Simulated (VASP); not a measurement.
An input for Ansatz (written as the equivalent of a VASP run, and not itself run):

Ansatz 0.2 input:
```yaml
crystal:
  lattice:
    - [2.9426450, 0.0000000, 0.0000000]
    - [0.0000000, 3.0217000, 0.0000000]
    - [0.0000000, 0.0000000, 2.8630930]
  atoms:
    - { symbol: Zn, position: [0.5000000, 0.5000000, 0.5000000] }
    - { symbol: Cu, position: [0.0282090, 0.0000000, 0.0000000] }
kpoints:
  mp_grid: { grid: [3, 3, 3] }
hamiltonian:
  xc: pbe
  pseudopotentials: { kind: paw }
scf:
  occupations: { method: methfessel_paxton, width: 0.1 }
  max_iter: 100
output: { forces: true, stress: true, eigenvalues: true }
```

Question: Write the VASP files for the same calculation (PBE).

Answer: Several could match; the one computed here: 
File POSCAR:
```
CuZn
3.02170
  0.9738375749   0.0000000000   0.0000000000
  0.0000000000   1.0000000000   0.0000000000
  0.0000000000   0.0000000000   0.9475106728
Zn Cu
1 1
Cart
  0.4869187874   0.5000000000   0.4737553364
  0.0274709841   0.0000000000   0.0000000000
```

INCAR:
```
SYSTEM = CuZn
PREC = Accurate
ENCUT = 400
EDIFF = 1E-6
NELM = 100
ALGO = Normal
LREAL = .FALSE.
LASPH = .TRUE.
ISMEAR = 1
SIGMA = 0.1
GGA = PE
LMAXMIX = 4
LWAVE = .FALSE.
LCHARG = .FALSE.
ISIF = 2
```

### KPOINTS
```
K-points
0
Gamma
 3 3 3
0 0 0
```

POTCAR, in this order: Zn Cu (PBE.64 set). Program: vasp_std.

What does not carry over: each code has its own PAW files, so the cut-off isn't converted (ENCUT is set for VASP's; basis.ecutwfc is left out, and Ansatz then takes the one that its files recommend); Ansatz stops its SCF on the density residual and VASP on the energy change (EDIFF).

The compound is CuZn in the CsCl type structure. The cell was not relaxed at this level, atoms are displaced from their ideal sites. The k-mesh is coarse (spacing up to 0.73 per Å, 2π included), so the numbers may not be converged in it. The run is one of a series of settings (KPOINTS 3×3×3 Γ-centred mesh against the base run), some of them coarse on purpose.
